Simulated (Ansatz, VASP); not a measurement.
**Cu (Cu wire along [110], 7 atoms a period): VASP beside Ansatz**

Aim: how closely do two programs agree when they are given the same cell, functional and k mesh? Of the first pair: The structure shown is the start of the Ansatz relaxation below; VASP solves that cell, so the two are compared at the walk's first step.

Program: Ansatz 0.2.0. Level of theory: plane waves, with VASP 6.6.1 beside it; single point at PBE. Results are calculated unless marked as measured.

### 1. Starting point

The cell holds 7 atoms: 7 Cu. Cell: a = 10.430 Å, b = 11.934 Å, c = 2.567 Å, α = 90.0°, β = 90.0°, γ = 90.0°. Vacuum lies along a and b. The structure's axis is c.

### 2. Ansatz: relaxation, PBE

Ansatz runs on its PAW soft_1 files.

The two programs are compared at the cell with which this relaxation starts, whose forces are those of its first step.

input.yaml reads:

```yaml
crystal:
  lattice:
    - [10.43, 0.0, 0.0]
    - [0.0, 11.934, 0.0]
    - [0.0, 0.0, 2.5667976157]
  atoms:
    - { symbol: Cu, position: [0.5, 0.284900285, 0.0] }
    - { symbol: Cu, position: [0.5, 0.499983041, 0.0] }
    - { symbol: Cu, position: [0.325982742, 0.392441663, 0.5] }
    - { symbol: Cu, position: [0.325982742, 0.60752442, 0.5] }
    - { symbol: Cu, position: [0.674017258, 0.392441663, 0.5] }
    - { symbol: Cu, position: [0.674017258, 0.60752442, 0.5] }
    - { symbol: Cu, position: [0.5, 0.715065798, 0.0] }
kpoints:
  mp_grid: { grid: [1, 1, 32] }
scf:
  occupations: { method: fermi_dirac, width: 0.05 }
hamiltonian:
  xc: pbe
  pseudopotentials: { kind: paw, azcp: { folder: soft_1 } }
relax:
  cell: { fix: [a, b, alpha, beta, gamma] }
  max_steps: 45
  f_tol: 0.03
```

Launch:

```
> ansatz run input.yaml --threads 4 --pin off --max-ram 16384MiB --backend cpu --events-out ev --progress --plain --runs-dir out
```

Numbers of over 12 decimals in the logs are rounded to 6 here.

What it wrote:

```text
Engine: ansatz 0.2.0, x86_64-unknown-linux-gnu
Pseudopotentials: kind: paw
Pseudopotential: Cu, paw, valence charge 19, recommended cutoff 420 eV (normal), soft_1/Cu.paw.azcp
Functional definition: PBE
  parameter kappa = 0.804
  parameter beta = 0.066725
  exchange = pbe_x(kappa = kappa, mu = beta*pi^2/3)
  correlation = pbe_c(beta = beta)
Crystal: 7 atoms, lattice volume = 319.493 Å³
Basis set: ecut = 420 eV, 6293 PW (Γ), exchange–correlation on 144×160×36 points (8 copies of the dense FFT grid, shifted against one another)
Bands: 80, of which v1, the nominal top of the filled ones, is band 67 counted from 1 (66 counted from 0)
Symmetry: 8 space group operations
Space group: Pmmm (ITA 47), of the structure as read, at distance tolerance 6.8e-5 Å
k-points: 17 of 32
Non-local potential: Cu, projectors of the file, l = 0: 3, l = 1: 2, l = 2: 3, l = 3: 1
PAW form: soft (Blöchl's): semilocal exchange-correlation on the pseudo side does not see the compensation charge
PAW one-centre angular grid: Cu, 590 points (default); XC on 64 Gauss nodes
Initial density: superposition of atomic densities (neutral atoms: chi_scale 0, normalization atom)
Initial wavefunctions: pseudopotential atomic-orbital guess
Functional: x = pbe(κ = 0.804, μ = 0.219515), c = pbe(β = 0.066725)
SCF iter   1: F=—  HF=-46375.140860 eV  |F-HF|=—  |Δ(HF+E_count)|=         —  Δρ=1.05e-1  dr2=2.27e1  ethr=3.10e-3  ⟨swp⟩=7.0  Hψ=5529  notcnv=0  defer=6
preconditioner: auto → LDOS  [metal: Δε(μ)=0.097 eV  Ē_g=6.000 eV  σ=0.050 eV  W_gap=0.42  n_scr=50 (ndim 8)  ℏωp=18.2 eV  f_vac=0.629  D(μ)=3.60/eV (n_scr^D=20)  β→1.0]
SCF iter   2: F=—  HF=-46394.546247 eV  |F-HF|=—  |Δ(HF+E_count)|=    1.94e1  Δρ=2.00e-1  dr2=7.32e1  ethr=3.10e-3  ⟨swp⟩=4.0  Hψ=4192  notcnv=0  defer=103  recentre
SCF iter   3: F=—  HF=-46371.364343 eV  |F-HF|=—  |Δ(HF+E_count)|=    2.32e1  Δρ=3.38e-2  dr2=2.46e0  ethr=3.10e-3  ⟨swp⟩=4.0  Hψ=3647  notcnv=0  defer=126
SCF iter   4: F=—  HF=-46370.999134 eV  |F-HF|=—  |Δ(HF+E_count)|=   3.65e-1  Δρ=8.07e-3  dr2=2.04e-1  ethr=1.85e-3  ⟨swp⟩=2.4  Hψ=2308  notcnv=0  defer=115
SCF iter   5: F=—  HF=-46370.983423 eV  |F-HF|=—  |Δ(HF+E_count)|=   1.57e-2  Δρ=5.76e-3  dr2=8.63e-2  ethr=1.53e-4  ⟨swp⟩=2.0  Hψ=2261  notcnv=0  defer=117
SCF iter   6: F=—  HF=-46370.990068 eV  |F-HF|=—  |Δ(HF+E_count)|=   6.65e-3  Δρ=4.00e-3  dr2=4.10e-2  ethr=6.49e-5  ⟨swp⟩=2.0  Hψ=1830  notcnv=0  defer=117
SCF iter   7: F=—  HF=-46370.989337 eV  |F-HF|=—  |Δ(HF+E_count)|=   7.31e-4  Δρ=1.43e-3  dr2=6.45e-3  ethr=3.08e-5  ⟨swp⟩=2.0  Hψ=1677  notcnv=0  defer=117
SCF iter   8: F=—  HF=-46370.990657 eV  |F-HF|=—  |Δ(HF+E_count)|=   1.32e-3  Δρ=3.14e-4  dr2=3.13e-4  ethr=4.85e-6  ⟨swp⟩=2.0  Hψ=2019  notcnv=0  defer=117
SCF iter   9: F=—  HF=-46370.991055 eV  |F-HF|=—  |Δ(HF+E_count)|=   3.98e-4  Δρ=1.18e-4  dr2=3.06e-5  ethr=2.35e-7  ⟨swp⟩=2.2  Hψ=1971  notcnv=0  defer=117
SCF iter  10: F=—  HF=-46370.991178 eV  |F-HF|=—  |Δ(HF+E_count)|=   1.23e-4  Δρ=5.15e-5  dr2=4.85e-6  ethr=2.30e-8  ⟨swp⟩=2.0  Hψ=1872  notcnv=0  defer=117
SCF iter  11: F=—  HF=-46370.991178 eV  |F-HF|=—  |Δ(HF+E_count)|=   5.67e-7  Δρ=3.95e-6  dr2=1.82e-7  ethr=3.65e-9  ⟨swp⟩=2.0  Hψ=1893  notcnv=0  defer=117
SCF iter  12: F=-46370.991178 eV  HF=-46370.991178 eV  |F-HF|=6.37e-9  |Δ(HF+E_count)|=   3.74e-8  Δρ=2.59e-6  dr2=3.11e-8  ethr=7.52e-11  ⟨swp⟩=4.1  Hψ=4353  notcnv=0
SCF 1 converged in 12 iterations: F = -46370.991178 eV  dr2 = 3.11e-8
  greatest PAW one-centre occupation: 1.000 electrons in one spin orbital (limit 2), on the Cu atom at site 4 (counted from 0), in its partial waves of l = 0
relax step   1: F+E_penalty+E_count = -46370.99117755 eV  Δ(F+E_penalty+E_count) = +0.000e0 eV  max|allowed force component| = 4.894e-1 eV/Å  Δτ_max = 0.0000 Å  P = -2.110 GPa  Ω = 319.493 Å³  fix = [a, b, alpha, beta, gamma]  reactions: a -1.548, b -1.706 GPa  (12 SCF iters, dr2 threshold 1.00e-7 eV, accepted)
[...]
relax step   3: F+E_penalty+E_count = -46371.19470397 eV  Δ(F+E_penalty+E_count) = -5.297e-2 eV  max|allowed force component| = 9.136e-2 eV/Å  Δτ_max = 0.0443 Å  P = +0.261 GPa  Ω = 305.041 Å³  energy of the carried Pulay correction = +3.397e-3 eV  fix = [a, b, alpha, beta, gamma]  reactions: a +0.299, b +0.115 GPa  (9 SCF iters, dr2 threshold 7.00e-7 eV, accepted)
[...]
relax step   4: F+E_penalty+E_count = -46371.19807437 eV  Δ(F+E_penalty+E_count) = -3.370e-3 eV  max|allowed force component| = 1.479e-2 eV/Å  Δτ_max = 0.0120 Å  P = -0.026 GPa  Ω = 305.894 Å³  energy of the carried Pulay correction = +3.192e-3 eV  fix = [a, b, alpha, beta, gamma]  reactions: a +0.010, b -0.088 GPa  (8 SCF iters, dr2 threshold 5.22e-7 eV, accepted)
[...]
relax step   5: F+E_penalty+E_count = -46371.19430533 eV  Δ(F+E_penalty+E_count) = +3.769e-3 eV  max|allowed force component| = 1.477e-2 eV/Å  Δτ_max = 0.0000 Å  P = -0.021 GPa  Ω = 305.894 Å³  fix = [a, b, alpha, beta, gamma]  reactions: a +0.013, b -0.084 GPa  stress off target by 6.56e-3 GPa on what of the cell is left free  SCF on the basis re-selected at this cell (its energy is not comparable with the rows above)  (10 SCF iters)
basis re-selected at this cell: Δ(F+E_penalty+E_count) = +3.769e-3 eV, ΔP = +0.005 GPa vs the last step (what re-selecting the basis moved, of the pressure what is left beyond the Pulay correction that the steps carried, after the strain that the cell walked since its last selection, with what the two solves' SCF thresholds leave and, on support functions, any second-order correction that the steps lacked; it is no m [...]
SCF converged after 10 iterations
Free energy (F): -46371.194305 eV
Harris-Foulkes:  -46371.194305 eV  (|F-HF|=2.91e-11)
Internal energy: -46371.169983 eV  (E = F + TS)
E sigma→0 (E₀):  -46371.182144 eV
Entropy (-TS):   -0.024322 eV (-3.475 meV/atom)
Fermi energy:    1.124911 eV
--- Per-component energies (eV) ---
  E_band       = -4537.616759
  E_kinetic    = 1830.849747
  E_local      = -105576.090984  (includes V_loc(G=0)·N_el)
  E_nonlocal   = 6266.440129
  E_hartree    = 49400.351474
  E_xc         = -472.973651
  E_vxc        = -609.750018  (∫ρ·V_xc dr)
  E_paw        = -12736.808028  (= ΣΔE_a)
  E_vpaw       = -5249.774336  (= ΣTr[D̂ρ^β])
  E_aug_tail   = 0.006815  (compensation charges beyond the density's cutoff)
  E_ewald      = 14917.054516
  E_smearing   = -0.024322  (= −TS)
  E_closure    = 0.000000  (closes the sum)
  Σ components = -46371.194305   (vs F -46371.194305, Δ=0.00e0)
--- Forces (eV/Å), atoms counted from 1 ---
  atom   1  Cu     0.00000000    -0.00134900    -0.00000000
  atom   2  Cu    -0.00000000     0.00000000    -0.00000000
  atom   3  Cu    -0.01476797     0.00309269     0.00000000
  atom   4  Cu    -0.01476797    -0.00309269     0.00000000
  atom   5  Cu     0.01476797     0.00309269    -0.00000000
  atom   6  Cu     0.01476797    -0.00309269    -0.00000000
  atom   7  Cu    -0.00000000     0.00134900    -0.00000000
  max |Σ_I F_I| component: 5.20e-18 eV/Å
--- Stress (GPa, compression-positive) ---
        0.012846      -0.000000      -0.000000
       -0.000000      -0.083735      -0.000000
       -0.000000      -0.000000       0.006556
  P = ⅓ Tr σ = -0.0214 GPa (-0.214 kbar)
--- Relaxed structure (4 steps of the walk, 4 accepted, 1 SCFs on fresh bases) ---
  F+E_penalty+E_count = -46371.19430533 eV   max|allowed force component| = 1.477e-2 eV/Å   (the final SCF, on the basis selected at the relaxed cell)
  cell:  # Å, volume = 305.8939 Å³
    - [10.43, 0.0, 0.0]
    - [0.0, 11.934, 0.0]
    - [0.0, 0.0, 2.457540]
  atoms:
    - { symbol: Cu, position: [0.500000, 0.291807, 0.0] }
    - { symbol: Cu, position: [0.500000, 0.499983, 0.0] }
    - { symbol: Cu, position: [0.327079, 0.395226, 0.5] }
    - { symbol: Cu, position: [0.327079, 0.604740, 0.5] }
    - { symbol: Cu, position: [0.672921, 0.395226, 0.5] }
    - { symbol: Cu, position: [0.672921, 0.604740, 0.5] }
    - { symbol: Cu, position: [0.500000, 0.708159, 0.0] }
```

### 3. VASP: single point, PBE, start cell, pair 1

The same cell, functional, mesh and smearing now go to VASP, with its own data sets.

Lines of VASP's logs that name or quote its potential files are left out, and so is its time.

INCAR reads:

```
SYSTEM = Cu
PREC = Accurate
ENCUT = 520
EDIFF = 1E-06
NELM = 120
ISMEAR = -1
SIGMA = 0.05
LREAL = .FALSE.
ALGO = Normal
GGA = PE
NBANDS = 47
LASPH = .TRUE.
LORBIT = 11
LWAVE = .FALSE.
LCHARG = .FALSE.
ISIF = 2
GGA_COMPAT = .FALSE.
KPAR = 2
```

POSCAR reads:

```
Cu
1.0
   10.4300000000      0.0000000000      0.0000000000
    0.0000000000     11.9340000000      0.0000000000
    0.0000000000      0.0000000000      2.5667980000
Cu
7
Direct
    0.5000000000      0.2849002849      0.0000000000
    0.5000000000      0.4999830317      0.0000000000
    0.3259827421      0.3924416792      0.5000000000
    0.3259827421      0.6075243841      0.5000000000
    0.6740172579      0.3924416792      0.5000000000
    0.6740172579      0.6075243841      0.5000000000
    0.5000000000      0.7150657784      0.0000000000
```

KPOINTS reads:

```
Automatic mesh
0
Gamma
1 1 32
0 0 0
```

The projector-augmented-wave data sets are Cu (PBE family, release 64).

Launch:

```
> mpirun -np 2 vasp_std
```

What it wrote:

```text
[banner, memory and clock lines left out]
running    2 mpi-ranks, on    1 nodes
 distrk:  each k-point on    1 cores,    2 groups
 distr:  one band on    1 cores,    1 groups

 POSCAR found type information on POSCAR Cu
 POSCAR found :  1 types and       7 ions
 LDA part: xc-table for (Slater+PW92), standard interpolation
 POSCAR, INCAR and KPOINTS ok, starting setup
 FFT: planning ... GRIDC
 FFT: planning ... GRID_SOFT
 FFT: planning ... GRID
 WAVECAR not read
 entering main loop
       N       E                     dE             d eps       ncg     rms          rms(c)
DAV:   1     0.626298681554E+03    0.62630E+03   -0.31160E+04  1598   0.176E+03
DAV:   2     0.275906128024E+02   -0.59871E+03   -0.58054E+03  1598   0.379E+02
DAV:   3    -0.224868892017E+02   -0.50078E+02   -0.46335E+02  1724   0.164E+02
DAV:   4    -0.249789308565E+02   -0.24920E+01   -0.24507E+01  1784   0.439E+01
DAV:   5    -0.250595726708E+02   -0.80642E-01   -0.80603E-01  1918   0.560E+00    0.161E+01
DAV:   6    -0.233038244743E+02    0.17557E+01   -0.55213E+01  1816   0.106E+02    0.977E+00
DAV:   7    -0.209602256899E+02    0.23436E+01   -0.11157E+01  1928   0.527E+01    0.147E+00
DAV:   8    -0.210012711183E+02   -0.41045E-01   -0.14736E+00  1974   0.329E+01    0.206E+00
DAV:   9    -0.209555215095E+02    0.45750E-01   -0.35126E-01  1933   0.206E+01    0.122E+00
DAV:  10    -0.209343608487E+02    0.21161E-01   -0.10925E-01  2519   0.564E+00    0.432E-01
DAV:  11    -0.209326761844E+02    0.16847E-02   -0.32202E-02  1929   0.514E+00    0.221E-01
DAV:  12    -0.209311716683E+02    0.15045E-02   -0.96709E-03  1866   0.203E+00    0.192E-01
DAV:  13    -0.209304211599E+02    0.75051E-03   -0.69804E-03  2056   0.140E+00    0.996E-02
DAV:  14    -0.209302300253E+02    0.19113E-03   -0.29870E-03  1843   0.139E+00    0.760E-02
DAV:  15    -0.209300729784E+02    0.15705E-03   -0.71830E-04  2100   0.709E-01    0.300E-02
DAV:  16    -0.209302076136E+02   -0.13464E-03   -0.25662E-04  2412   0.265E-01    0.247E-02
DAV:  17    -0.209303156827E+02   -0.10807E-03   -0.11753E-04  2308   0.294E-01    0.822E-03
DAV:  18    -0.209304341205E+02   -0.11844E-03   -0.30052E-05  2112   0.489E-02    0.647E-03
DAV:  19    -0.209304478363E+02   -0.13716E-04   -0.13272E-05  1881   0.611E-02    0.605E-03
DAV:  20    -0.209304479024E+02   -0.66069E-07   -0.28068E-06  1300   0.205E-02
   1 F= -.20930448E+02 E0= -.20916972E+02  d E =-.269524E-01
```

OUTCAR, selected parts (step 3):

```text
ion  position               nearest neighbor table
   1  0.500  0.285  0.000-   2 2.57   3 2.57   5 2.57   3 2.57   5 2.57
   2  0.500  0.500  0.000-   7 2.57   1 2.57   6 2.57   4 2.57   4 2.57   6 2.57   3 2.57   3 2.57
                             5 2.57   5 2.57
   3  0.326  0.392  0.500-   4 2.57   2 2.57   2 2.57   1 2.57   1 2.57
   4  0.326  0.608  0.500-   3 2.57   2 2.57   2 2.57   7 2.57   7 2.57
   5  0.674  0.392  0.500-   6 2.57   2 2.57   2 2.57   1 2.57   1 2.57
   6  0.674  0.608  0.500-   5 2.57   2 2.57   2 2.57   7 2.57   7 2.57
   7  0.500  0.715  0.000-   2 2.57   4 2.57   6 2.57   4 2.57   6 2.57

  LATTYP: Found a simple orthorhombic cell.
 ALAT       =     2.5667980000
 B/A-ratio  =     4.0634284428
 C/A-ratio  =     4.6493724867

 Subroutine GETGRP returns: Found  8 space group operations
 (whereof  4 operations were pure point group operations)

The static configuration has the point symmetry C_2v.
 The point group associated with its full space group is D_2h.

 Found     17 irreducible k-points:

   k-points           NKPTS =     17   k-points in BZ     NKDIM =     17   number of bands    NBANDS=     47

   dimension x,y,z NGX =    80 NGY =   90 NGZ =   20
   dimension x,y,z NGXF=   160 NGYF=  180 NGZF=   40

   ENCUT  =  520.0 eV  38.22 Ry    6.18 a.u.  19.39 22.19  4.77*2*pi/ulx,y,z

   NELECT =      77.0000    total number of electrons

 k-points in reciprocal lattice and weights: Automatic mesh
   0.00000000  0.00000000  0.00000000       0.031
   0.00000000  0.00000000  0.03125000       0.062
   0.00000000  0.00000000  0.06250000       0.062
   0.00000000  0.00000000  0.09375000       0.062
   0.00000000  0.00000000  0.12500000       0.062
   0.00000000  0.00000000  0.15625000       0.062
   0.00000000  0.00000000  0.18750000       0.062
   0.00000000  0.00000000  0.21875000       0.062
   0.00000000  0.00000000  0.25000000       0.062
[...]
0.00000000  0.00000000  0.46875000       0.062
   0.00000000  0.00000000  0.50000000       0.031

 average (electrostatic) potential at core
       1 -72.0023       2 -72.4210       3 -72.0194       4 -72.0194       5 -72.0194
       6 -72.0194       7 -72.0023

 E-fermi :  -1.3396

 k-point     1 :       0.0000    0.0000    0.0000
  band No.  band energies     occupation
    ...
     37      -2.6050      2.00000
     38      -2.5455      2.00000
     39      -2.2151      2.00000
     40      -2.2151      2.00000
     41      -1.4913      1.90817
     42      -0.4252      0.00000
     43      -0.0268      0.00000
     44       0.2331      0.00000
     45       0.9512      0.00000
     46       2.0116      0.00000
    ...

 k-point     2 :       0.0000    0.0000    0.0312
  band No.  band energies     occupation
    ...
     37      -2.6198      2.00000
     38      -2.5640      2.00000
     39      -2.1954      2.00000
     40      -2.1702      2.00000
     41      -1.4585      1.83016
     42      -0.3777      0.00000
     43       0.0017      0.00000
     44       0.2593      0.00000
     45       0.9882      0.00000
     46       2.0367      0.00000
    ...

 k-point     3 :       0.0000    0.0000    0.0625
  band No.  band energies     occupation
    ...
     37      -2.6571      2.00000
     38      -2.5950      2.00000
     39      -2.1369      2.00000
     40      -2.0607      2.00000
     41      -1.3649      1.24816
     42      -0.2414      0.00000
     43       0.0821      0.00000
     44       0.3404      0.00000
     45       1.0969      0.00000
     46       2.1114      0.00000
    ...

  Total       -2.8383448     -3.1777859     -5.7394127      0.0000000      0.0000000      0.0000000
  in kB      -14.2335653    -15.9357748    -28.7816709      0.0000000      0.0000000      0.0000000
  external PRESSURE =     -19.6503370 kB  Pullay stress =       0.0000000 kB

  energy-cutoff  :      520.00
  volume of cell :      319.49
      direct lattice vectors                 reciprocal lattice vectors
    10.430000000  0.000000000  0.000000000     0.095877277  0.000000000  0.000000000
     0.000000000 11.934000000  0.000000000     0.000000000  0.083794201  0.000000000
     0.000000000  0.000000000  2.566798000     0.000000000  0.000000000  0.389590455

 POSITION                                       TOTAL-FORCE (eV/Angst)
 -----------------------------------------------------------------------------------
      5.21500      3.40000      0.00000         0.000000      0.454240      0.000000
      5.21500      5.96680      0.00000         0.000000     -0.000000      0.000000
      3.40000      4.68340      1.28340         0.390908      0.130962      0.000000
      3.40000      7.25020      1.28340         0.390908     -0.130962      0.000000
      7.03000      4.68340      1.28340        -0.390908      0.130962      0.000000
      7.03000      7.25020      1.28340        -0.390908     -0.130962     -0.000000
      5.21500      8.53359      0.00000         0.000000     -0.454240      0.000000
 -----------------------------------------------------------------------------------
    total drift:                               -0.000000      0.000002     -0.000000

  FREE ENERGIE OF THE ION-ELECTRON SYSTEM (eV)
  ---------------------------------------------------
  free  energy   TOTEN  =       -20.9304479024 eV

  energy  without entropy=      -20.9034954777  energy(sigma->0) =      -20.91697169

 total charge
# of ion       s       p       d       tot
------------------------------------------
    1        0.440   0.215   9.217   9.872
    2        0.424   0.348   9.197   9.969
    3        0.436   0.215   9.222   9.874
    4        0.436   0.215   9.222   9.874
    5        0.436   0.215   9.222   9.874
    6        0.436   0.215   9.222   9.874
    7        0.440   0.215   9.217   9.872
--------------------------------------------------
tot          3.049   1.638  64.521  69.207

[... 3 further parts left out ...]
```

This run has no spin polarisation. Its electron count is odd, so without a moment it is a metal by construction.

### 4. Differences

Known differences besides the potentials themselves: the data sets hold 133 valence electrons in Ansatz (on its PAW soft_1 files) and 77 in VASP; the cutoff is 420 eV in Ansatz and 520 eV in VASP. Total energies have different zeros and are not compared.

Forces (eV/Å; atoms numbered as in POSCAR):

| atom | Ansatz x, y, z | VASP x, y, z |
| --- | --- | --- |
| Cu1 | 0.000, 0.489, 0.000 | 0.000, 0.454, 0.000 |
| Cu2 | 0.000, 0.000, 0.000 | 0.000, 0.000, 0.000 |
| Cu3 | 0.422, 0.139, 0.000 | 0.391, 0.131, 0.000 |
| Cu4 | 0.422, -0.139, 0.000 | 0.391, -0.131, 0.000 |
| Cu5 | -0.422, 0.139, 0.000 | -0.391, 0.131, 0.000 |
| Cu6 | -0.422, -0.139, 0.000 | -0.391, -0.131, 0.000 |
| Cu7 | 0.000, -0.489, 0.000 | 0.000, -0.454, 0.000 |

The forces differ by 18 meV/Å r.m.s., which is 7.8 % of the r.m.s. force of 0.228 eV/Å (both taken over all components).

### 5. What the set-up changes

Further runs change the set-up of one program: Ansatz's method, potentials or start, or VASP's data sets, cutoff or form of LDA. The table gives that difference for each run.

| run | r.m.s. force difference (meV/Å) |
| --- | --- |
| as above | 18 |
| VASP with the data sets Cu_sv_GW and a cutoff of 610 eV | 1.9 |

(Part 1 of 2 ends here.)

[Lines on the potential files, build, host, timing and source positions are cut from VASP's logs without a mark.]

[Logs are printed without paths, hosts, clocks, repeated set-up lines and the standing remarks that a program may print on its own settings, such as how far it seeks lower states.]

[Hosts, paths, dates, database ids (printed as entryN), source tags and the programs' standing remarks are cut or masked in the printed files.]
